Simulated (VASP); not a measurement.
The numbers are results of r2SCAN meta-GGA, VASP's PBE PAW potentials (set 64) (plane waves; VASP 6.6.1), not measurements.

A VASP calculation is set up with these files.

**INCAR**
```
# general
SYSTEM  = BN
PREC    = Accurate
ENCUT   = 620
LREAL   = .FALSE.
LASPH   = .TRUE.

# electronic loop
EDIFF   = 1E-6
NELM    = 100
ALGO    = Normal
LMIXTAU = .TRUE.

# smearing
ISMEAR  = 0
SIGMA   = 0.05

# functional
METAGGA = R2SCAN

# ions
IBRION  = 2
NSW     = 40
ISIF    = 3
EDIFFG  = -0.02
PSTRESS = 50

# output
LWAVE   = .FALSE.
LCHARG  = .FALSE.
```

### KPOINTS
```
Automatic mesh
0
Gamma
10 10 4
0 0 0
```

POSCAR:
```
BN
1
    1.2463260273    -2.1587004701    -0.0000000000
    1.2463260273     2.1587004701    -0.0000000000
   -0.0000000000    -0.0000000000     6.1136503582
B N
2 2
Direct
  0.3333330000   0.6666670000   0.2500000000
  0.6666670000   0.3333330000   0.7500000000
  0.6666670000   0.3333330000   0.2500000000
  0.3333330000   0.6666670000   0.7500000000
```

POTCAR, in this order: B N (PBE.64 set). Program: vasp_std.

Question: What will the output report for the number of irreducible k-points (NKPTS), largest plane-wave count, number of space-group operations, FFT grid (NGX, NGY, NGZ)?

Answer: 
The number of irreducible k-points (NKPTS) is 42 and the largest plane-wave count comes out as 1168. The number of space-group operations is 24 and the FFT grid (NGX, NGY, NGZ) is 20 × 20 × 50.

The compound is BN in the hex structure. It was relaxed first under an external pressure of 5 GPa.
